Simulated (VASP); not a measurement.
# Ge3P4 (P6/mmm) in VASP: relaxation of cell and atoms with PBE

Aim: the relaxation of cell and atoms of Ge3P4 with PBE.

All numbers are computed with VASP 6.6.1; they aren't measurements. Logs are shortened: lines on timing, memory, paths and dates and some standing lists are left out, and cuts for length are marked.

## Step 1: The structure

Symmetry: P6/mmm, No. 191, hexagonal system. Conventional cell: a = 5.472 Å, b = 5.472 Å, c = 5.345 Å, α = 90.00°, β = 90.00°, γ = 120.00°. Ge (site symmetry mmm) has 2 P at 1.58 Å as nearest neighbours. P (site symmetry -6m2) is surrounded by 3 Ge at 1.58 Å. P (site symmetry 6mm) is surrounded by 1 P at 1.93 Å.

The cell was built by a generator and needn't be a form met in nature.

## Step 2: Relaxation of cell and atoms, PBE

The input, INCAR:

```
SYSTEM = Ge3P4
PREC = Normal
ENCUT = 520
EDIFF = 1E-4
ISMEAR = 0
SIGMA = 0.15
LREAL = .False.
LASPH = .True.
NELM = 60
ALGO = Fast
ISIF = 3
LWAVE = .False.
LCHARG = .False.
GGA = PE
IBRION = 2
NSW = 24
EDIFFG = -0.08
```

The input, KPOINTS:

```
Automatic mesh
0
Gamma
  3 3 3
  0 0 0
```

The input, POSCAR:

```
Ge3P4
1.0
    5.4717320400      0.0000000000      0.0000000000
   -2.7358660200      4.7386589500      0.0000000000
    0.0000000000      0.0000000000      5.3445468000
Ge P
3 4
Direct
    0.5000000000      0.0000000000      0.0000000000
    0.0000000000      0.5000000000      0.0000000000
    0.5000000000      0.5000000000      0.0000000000
    0.3333333300      0.6666666700      0.0000000000
    0.6666666700      0.3333333300      0.0000000000
    0.0000000000      0.0000000000      0.3195726000
    0.0000000000      0.0000000000      0.6804274000
```

Potentials or basis: VASP PAW PBE potentials, release 64 (Ge_d, P).

Command:

```sh
> cat potpaw_PBE.64/Ge_d/POTCAR potpaw_PBE.64/P/POTCAR > POTCAR
> mpirun -np 1 vasp_std > vasp.out
```

OUTCAR:

```text
SYSTEM = Ge3P4
   PREC = Normal
   ENCUT = 520
   EDIFF = 1E-4
   ISMEAR = 0
   LREAL = .False.
   LASPH = .True.
   NELM = 60
   ISIF = 3
   GGA = PE
   IBRION = 2
   NSW = 24
   EDIFFG = -0.08

 ion  position               nearest neighbor table
   1  0.500  0.000  0.000-   4 1.58   5 1.58   2 2.74   3 2.74   3 2.74   2 2.74
   2  0.000  0.500  0.000-   4 1.58   5 1.58   3 2.74   3 2.74   1 2.74   1 2.74
   3  0.500  0.500  0.000-   4 1.58   5 1.58   2 2.74   2 2.74   1 2.74   1 2.74
   4  0.333  0.667  0.000-   2 1.58   1 1.58   3 1.58
   5  0.667  0.333  0.000-   2 1.58   1 1.58   3 1.58
   6  0.000  0.000  0.320-   7 1.93
   7  0.000  0.000  0.680-   6 1.93

  LATTYP: Found a hexagonal cell.
 ALAT       =     5.4717320400
 C/A-ratio  =     0.9767559451

  Lattice vectors:

 A1 = (   5.4717320400,   0.0000000000,   0.0000000000)
 A2 = (  -2.7358660200,   4.7386589500,   0.0000000000)
 A3 = (   0.0000000000,   0.0000000000,   5.3445468000)

Analysis of symmetry for initial positions (statically):
=====================================================================
 Subroutine PRICEL returns:
 Original cell was already a primitive cell.

 Routine SETGRP: Setting up the symmetry group for a
 hexagonal supercell.

 Subroutine GETGRP returns: Found 24 space group operations
 (whereof 24 operations were pure point group operations)
 out of a pool of 24 trial point group operations.

The static configuration has the point symmetry D_6h.

Analysis of symmetry for dynamics (positions and initial velocities):
=====================================================================
 Subroutine PRICEL returns:
 Original cell was already a primitive cell.

 Routine SETGRP: Setting up the symmetry group for a
 hexagonal supercell.

 Subroutine GETGRP returns: Found 24 space group operations
 (whereof 24 operations were pure point group operations)
 out of a pool of 24 trial point group operations.

The dynamic configuration has the point symmetry D_6h.

 Subroutine INISYM returns: Found 24 space group operations
 (whereof 24 operations are pure point group operations),
 and found     1 'primitive' translations

----------------------------------------------------------------------------------------

                                     Primitive cell

  volume of cell :     138.5770

  direct lattice vectors                    reciprocal lattice vectors
     5.471732040  0.000000000  0.000000000     0.182757488  0.105515085  0.000000000
    -2.735866020  4.738658950  0.000000000     0.000000000  0.211030169  0.000000000
     0.000000000  0.000000000  5.344546800     0.000000000  0.000000000  0.187106604

  length of vectors
     5.471732040  5.471732041  5.344546800     0.211030169  0.211030169  0.187106604

  position of ions in fractional coordinates (direct lattice)
     0.500000000  0.000000000  0.000000000
     0.000000000  0.500000000  0.000000000
     0.500000000  0.500000000  0.000000000
     0.333333330  0.666666670  0.000000000
     0.666666670  0.333333330  0.000000000
     0.000000000  0.000000000  0.319572600
     0.000000000  0.000000000  0.680427400

  ion indices of the primitive-cell ions
   primitive index   ion index
                 1           1
                 2           2
                 3           3
                 4           4
                 5           5
                 6           6
                 7           7

----------------------------------------------------------------------------------------

 KPOINTS: Automatic mesh

Automatic generation of k-mesh.
 Grid dimensions read from file:
 generate k-points for:    3    3    3

 Generating k-lattice:

  Cartesian coordinates                     Fractional coordinates (reciprocal lattice)
     0.060919163  0.035171695  0.000000000     0.333333333  0.000000000  0.000000000
     0.000000000  0.070343390  0.000000000     0.000000000  0.333333333  0.000000000
     0.000000000  0.000000000  0.062368868     0.000000000  0.000000000  0.333333333

  Length of vectors
     0.070343390  0.070343390  0.062368868

  Shift w.r.t. Gamma in fractional coordinates (k-lattice)
     0.000000000  0.000000000  0.000000000

 Subroutine IBZKPT returns following result:
 ===========================================

 Found      6 irreducible k-points:

 Following reciprocal coordinates:
            Coordinates               Weight
  0.000000  0.000000  0.000000      1.000000
  0.333333  0.000000  0.000000      6.000000
  0.333333  0.333333  0.000000      2.000000
  0.000000  0.000000  0.333333      2.000000
  0.333333  0.000000  0.333333     12.000000
  0.333333  0.333333  0.333333      4.000000
   k-points           NKPTS =      6   k-points in BZ     NKDIM =      6   number of bands    NBANDS=     37
   number of dos      NEDOS =    301   number of ions     NIONS =      7
   total plane-waves  NPLWV =  30720
   dimension x,y,z NGX =    32 NGY =   32 NGZ =   30
   dimension x,y,z NGXF=    64 NGYF=   64 NGZF=   60
   ions per type =               3   4
   NGX,Y,Z   is equivalent  to a cutoff of   9.72,  9.72,  9.33 a.u.
   NGXF,Y,Z  is equivalent  to a cutoff of  19.44, 19.44, 18.66 a.u.
 SYSTEM =  Ge3P4
   PREC   = normal    normal or accurate (medium, high low for compatibility)
   ISTART =      0    job   : 0-new  1-cont  2-samecut
   ICHARG =      2    charge: 1-file 2-atom 10-const
   ISPIN  =      1    spin polarized calculation?
   LNONCOLLINEAR =      F non collinear calculations
   LSORBIT =      F    spin-orbit coupling
   LASPH  =      T    aspherical Exc in radial PAW
   ENCUT  =  520.0 eV  38.22 Ry    6.18 a.u.  10.17 10.17  9.94*2*pi/ulx,y,z
   NELM   =     60;   NELMIN=  2; NELMDL= -5     # of ELM steps
   EDIFF  = 0.1E-03   stopping-criterion for ELM
   LREAL  =      F    real-space projection
   EDIFFG = -.8E-01   stopping-criterion for IOM
   NSW    =     24    number of steps for IOM
   IBRION =      2    ionic relax: 0-MD 1-quasi-New 2-CG
   NFREE  =      1    steps in history (QN), initial steepest desc. (CG)
   ISIF   =      3    stress and relaxation
   ISYM   =      2    0-nonsym 1-usesym 2-fastsym
   POTIM  = 0.5000    time-step for ionic-motion
   TEBEG  =    0.0;   TEEND  =   0.0 temperature during run
   PSTRESS=    0.0 pullay stress
   NELECT =      62.0000    total number of electrons
   NUPDOWN=      -1.0000    fix difference up-down
   EMIN   =  10.00;   EMAX   =-10.00  energy-range for DOS
   EFERMI =   0.00;   METHOD = LEGACY
   ISMEAR =     0;   SIGMA  =   0.15  broadening in eV -4-tet -1-fermi 0-gaus
   EFERMI_NEDOS =   21; number of points for ismear=-14 and -15
   IALGO  =     68    algorithm
   IMIX   =      4    mixing-type and parameters
     AMIX     =   0.40;   BMIX     =  1.00
     AMIX_MAG =   1.60;   BMIX_MAG =  1.00
  volume/ion in A,a.u.               =      19.80       133.59
  Fermi-wavevector in a.u.,A,eV,Ry     =   1.252108  2.366140 21.330855  1.567774
  Thomas-Fermi vector in A             =   2.386024
   LORBIT       =      0    0 simple, 1 ext, 2 COOP (PROOUT), +10 PAW based schemes
   GGA     = PE    functional components
   LHFCALC =     F    Hartree Fock is set to
   AEXX    =    0.0000 exact exchange contribution
   IVDW    =     0    specifies the selected vdW correction
   LEPSILON=     F    determine dielectric tensor
   LRPA    =     F    only Hartree local field effects (RPA)
 conjugate gradient relaxation of ions
 non-spin polarized calculation
 RMM-DIIS sequential band-by-band and
 Gauss-broadening in eV      SIGMA  =   0.15
  energy-cutoff  :      520.00
  volume of cell :      138.58
 maximum number of plane-waves:      3769
   NGX = 21   NGY = 21   NGZ = 19

--------------------------------------- Ionic step        1  -------------------------------------------

 number of electron      62.0000220 magnetization

 Free energy of the ion-electron system (eV)
  ---------------------------------------------------
  ext. energy  EPLUGINS =         0.00000000
  ---------------------------------------------------
  free energy    TOTEN  =        17.85986443 eV

  energy without entropy =       17.91974751  energy(sigma->0) =       17.88980597

 E-fermi :   5.4008     XC(G=0):  -9.3350

 val. band max:        5.3816354611   @ k =   0.3333   0.3333   0.0000
 cond. band min:       6.0714584352   @ k =   0.0000   0.0000   0.0000
 fundamental gap:      0.6898229741
 Fermi energy:         5.4007686942

 k-point     1 :       0.0000    0.0000    0.0000
  band No.  band energies     occupation
      1     -22.7403      2.00000
      2     -22.1492      2.00000
      3     -22.1492      2.00000
      4     -21.3414      2.00000
      5     -21.3414      2.00000
      6     -21.2709      2.00000
[... 267 lines left out ...]
  energy  without entropy=       17.9197475143  energy(sigma->0) =       17.88980597

--------------------------------------- Ionic step        2  -------------------------------------------

 number of electron      61.9993822 magnetization

------------------------ aborting loop EDIFF was not reached (unconverged)  ----------------------------

  FORCE on cell =-STRESS in cart. coord.  units (eV):
  Direction    XX          YY          ZZ          XY          YZ          ZX
  --------------------------------------------------------------------------------------
  -------------------------------------------------------------------------------------
  Total     -927.9285181   -927.9285187   -162.5579589      0.0000000     -0.0000000     -0.0000000
  in kB    -2014.5986300  -2014.5986311   -352.9248589      0.0000000     -0.0000000     -0.0000000
  external PRESSURE =   -1460.7073733 kB  Pullay stress =       0.0000000 kB

 VOLUME and BASIS-vectors are now :
 -----------------------------------------------------------------------------
  energy-cutoff  :      520.00
  volume of cell :      737.97
      direct lattice vectors                 reciprocal lattice vectors
    12.525758517  0.000000000  0.000000000     0.079835485  0.046093038  0.000000000
    -6.262879259 10.847625081  0.000000000     0.000000000  0.092186077  0.000000000
     0.000000000 -0.000000000  5.431225929     0.000000000 -0.000000000  0.184120494
[... 17 lines left out ...]
  energy  without entropy=      200.7923612790  energy(sigma->0) =      200.68374016

--------------------------------------- Ionic step        3  -------------------------------------------

 number of electron      62.0000019 magnetization

------------------------ aborting loop EDIFF was not reached (unconverged)  ----------------------------

  FORCE on cell =-STRESS in cart. coord.  units (eV):
  Direction    XX          YY          ZZ          XY          YZ          ZX
  --------------------------------------------------------------------------------------
  -------------------------------------------------------------------------------------
  Total       80.7286784     80.7286785     16.7070698      0.0000000     -0.0000000      0.0000000
  in kB      629.3800792    629.3800795    130.2523112      0.0000000     -0.0000000      0.0000000
  external PRESSURE =     463.0041566 kB  Pullay stress =       0.0000000 kB

 VOLUME and BASIS-vectors are now :
 -----------------------------------------------------------------------------
  energy-cutoff  :      520.00
  volume of cell :      205.51
      direct lattice vectors                 reciprocal lattice vectors
     6.654299726  0.000000000  0.000000000     0.150278773  0.086763490  0.000000000
    -3.327149863  5.762792608  0.000000000     0.000000000  0.173526980  0.000000000
     0.000000000 -0.000000000  5.359078066     0.000000000 -0.000000000  0.186599260
[... 263 lines left out ...]
     36      25.5102      0.00000
     37      76.2138      0.00000

[... ionic steps 4 to 14 ...]

--------------------------------------- Ionic step       15  -------------------------------------------

 number of electron      62.0000981 magnetization

------------------------ aborting loop because EDIFF is reached ----------------------------------------

  FORCE on cell =-STRESS in cart. coord.  units (eV):
  Direction    XX          YY          ZZ          XY          YZ          ZX
  --------------------------------------------------------------------------------------
  -------------------------------------------------------------------------------------
  Total        0.8175108      0.8175108      0.6148581      0.0000000      0.0000000      0.0000000
  in kB        4.5432868      4.5432868      3.4170518      0.0000000      0.0000000      0.0000000
  external PRESSURE =       4.1678752 kB  Pullay stress =       0.0000000 kB
[... 67 lines left out ...]
  energy  without entropy=      -27.3927671915  energy(sigma->0) =      -27.40700961

--------------------------------------- Ionic step       17  -------------------------------------------

 number of electron      62.0000997 magnetization

 Free energy of the ion-electron system (eV)
  ---------------------------------------------------
  ext. energy  EPLUGINS =         0.00000000
  ---------------------------------------------------
  free energy    TOTEN  =       -27.42125398 eV

  energy without entropy =      -27.39281442  energy(sigma->0) =      -27.40703420

 E-fermi :   0.4517     XC(G=0):  -6.7092

 val. band max:        0.1861847282   @ k =   0.3333   0.0000   0.0000
 cond. band min:       0.5566826188   @ k =   0.0000   0.0000   0.3333
 fundamental gap:      0.3704978906
 Fermi energy:         0.4516758716

 k-point     1 :       0.0000    0.0000    0.0000
  band No.  band energies     occupation
      1     -24.5846      2.00000
      2     -24.5768      2.00000
      3     -24.5767      2.00000
      4     -24.5285      2.00000
      5     -24.5242      2.00000
      6     -24.5242      2.00000
[... 263 lines left out ...]
  FREE ENERGIE OF THE ION-ELECTRON SYSTEM (eV)
  ---------------------------------------------------
  free  energy   TOTEN  =       -27.4212539756 eV

  energy  without entropy=      -27.3928144243  energy(sigma->0) =      -27.40703420

 reached required accuracy - stopping structural energy minimisation
```

It took 13 min on 1 thread of Intel Xeon Platinum 8259CL at 2.50GHz (Skylake/Cascade Lake), shared host; peak memory 0.2 GiB.

Results:

| Property | Result |
| --- | --- |
| Free energy | -27.4213 eV |
| Relaxed volume | 41.25 Å³/atom |
| Relaxed cell | a = 7.902 Å, b = 7.902 Å, c = 5.339 Å, α = 90.00°, β = 90.00°, γ = 120.00° |
| Space group after relaxing (to 0.05 Å) | P6/mmm (No. 191) |
| Energy gained by relaxing | 6468.7 meV/atom |
| Ionic steps | 17 |
| Pressure after relaxing | 0.2 GPa |
| Largest force after relaxing | 0.007 eV/Å |
| Band gap on the k mesh | none (metal or under the smearing width) |

Forces on the atoms (eV/Å):
```
Ge   0.000  0.000  0.000
Ge   0.000  0.000  0.000
Ge   0.000  0.000  0.000
P    0.000  0.000  0.000
P    0.000  0.000  0.000
P    0.000  0.000  0.007
P    0.000  0.000 -0.007
```

The path:
| step | energy change (eV) | largest force (eV/Å) | pressure (GPa) | volume (Å³) |
| --- | --- | --- | --- | --- |
| 1 | 0.0000 | 1.1999 | 145.09 | 138.58 |
| 2 | 182.7153 | 3.1312 | -146.07 | 737.97 |
| 3 | 1410.2871 | 3.4459 | 46.30 | 205.51 |
| 4 | -4.2850 | 9.3191 | 1.96 | 235.87 |
| 5 | -1.4268 | 5.1273 | 31.11 | 239.77 |
| 6 | -24.2390 | 2.1592 | -27.04 | 454.01 |
| 7 | -42.8022 | 0.3177 | -1.64 | 307.85 |
| 8 | -45.1483 | 1.6172 | -2.65 | 301.37 |
| 9 | -44.9099 | 1.1803 | 3.03 | 269.67 |
| 10 | -45.2308 | 1.4534 | -0.22 | 289.38 |
| 11 | -45.2322 | 1.5037 | -0.96 | 292.96 |
| 12 | -45.0890 | 3.9056 | 1.08 | 288.24 |
| 13 | -45.2771 | 0.0482 | -0.45 | 291.27 |
| 14 | -45.2771 | 0.0158 | -0.36 | 291.23 |
| 15 | -45.2808 | 0.0094 | 0.42 | 288.29 |
| 16 | -45.2811 | 0.0150 | -0.27 | 289.08 |
| 17 | -45.2811 | 0.0070 | 0.15 | 288.76 |

Final structure:
```
CELL_PARAMETERS angstrom
7.90246 0.00000 0.00000
-3.95123 6.84373 0.00000
0.00000 0.00000 5.33926
ATOMIC_POSITIONS crystal
Ge 0.50000 0.00000 0.00000
Ge 0.00000 0.50000 0.00000
Ge 0.50000 0.50000 0.00000
P 0.33333 0.66667 0.00000
P 0.66667 0.33333 0.00000
P 0.00000 0.00000 0.31977
P 0.00000 0.00000 0.68023
```

Levels at points of the mesh, in eV from the Fermi level:
| k point | band 27 | band 28 | band 29 | band 30 | band 31 | band 32 | band 33 | band 34 | band 35 | band 36 |
| --- | --- | --- | --- | --- | --- | --- | --- | --- | --- | --- |
| (0.00, 0.00, 0.00) | -2.41 | -2.41 | -1.21 | 0.26 | 0.27 | 0.51 | 0.51 | 1.58 | 1.58 | 1.70 |

Caveat: the k mesh is coarse (spacing up to 0.44 Å⁻¹), so the values aren't converged; the volume moved by over 15 % at a fixed basis, so the end points are rough; the relaxation stopped at a loose force limit of 0.08 eV/Å, so its end isn't a converged minimum.
